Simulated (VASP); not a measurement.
An input for Quantum ESPRESSO's pw.x (written as the equivalent of a VASP run, and not itself run):

```
&CONTROL
  calculation = 'vc-relax'
  pseudo_dir = './pseudo'
  outdir = './out'
  tprnfor = .true.
  tstress = .true.
  nstep = 40
  forc_conv_thr = 0.00078
/
&SYSTEM
  ibrav = 0
  nat = 8
  ntyp = 2
  ecutwfc = 80
  occupations = 'smearing'
  smearing = 'methfessel-paxton'
  degauss = 0.00735
  input_dft = 'pbe'
/
&ELECTRONS
  conv_thr = 7.3e-08
  electron_maxstep = 100
/
&IONS
/
&CELL
  press = 200
/
ATOMIC_SPECIES
  Si 28.085 Si.upf
  Mo 95.950 Mo.upf
CELL_PARAMETERS angstrom
     4.7970851    0.0000000   -0.0000000
     0.0000000    4.7970851   -0.0000000
    -0.0000000    0.0000000    4.7970851
ATOMIC_POSITIONS crystal
  Si   0.5000000  0.5000000  0.5000000
  Si   0.0000000  1.0000000  1.0000000
  Mo   0.2500000  0.0000000  0.5000000
  Mo   0.5000000  0.2500000  0.0000000
  Mo   0.5000000  0.7500000  0.0000000
  Mo   0.7500000  1.0000000  0.5000000
  Mo   1.0000000  0.5000000  0.7500000
  Mo   1.0000000  0.5000000  0.2500000
K_POINTS automatic
  7 7 7 0 0 0
```

Q: Translate this input to VASP (INCAR, KPOINTS, POSCAR, choice of POTCAR).

A: This is not unique; one that fits is 
### INCAR
```
SYSTEM=Mo3Si
PREC=Accurate; ENCUT=500; LREAL=.False.
LASPH=.True.
EDIFF=1E-6; NELM=100; ALGO=Normal
LMAXMIX=4
ISMEAR=1; SIGMA=0.1
GGA=PE
IBRION=2; NSW=40; ISIF=3
EDIFFG=-0.02; PSTRESS=200
LWAVE=.False.; LCHARG=.False.
```

File POSCAR:
```
Mo3Si
1
    4.7970851359     0.0000000000    -0.0000000000
    0.0000000000     4.7970851359    -0.0000000000
   -0.0000000000     0.0000000000     4.7970851359
Si Mo
2 6
Direct
  0.5000000000   0.5000000000   0.5000000000
  0.0000000000   1.0000000000   1.0000000000
  0.2500000000   0.0000000000   0.5000000000
  0.5000000000   0.2500000000   0.0000000000
  0.5000000000   0.7500000000   0.0000000000
  0.7500000000   1.0000000000   0.5000000000
  1.0000000000   0.5000000000   0.7500000000
  1.0000000000   0.5000000000   0.2500000000
```

### KPOINTS
```
K-points
0
G
  7 7 7
0 0 0
```

POTCAR, in this order: Si Mo_sv (PBE.64 set). Program: vasp_std.

What does not carry over: the potentials are each code's own (VASP's PAW set, PseudoDojo norm-conserving files in pw.x), so ENCUT and ecutwfc are chosen apart and not converted; conv_thr bounds pw.x's estimated SCF error, while EDIFF bounds the energy change between steps; forc_conv_thr acts on force components and is met together with etot_conv_thr.

The compound is Mo3Si in the A15 structure. This run relaxes it under an external pressure of 20 GPa. Symmetry was kept, so distortions that lower it aren't found.
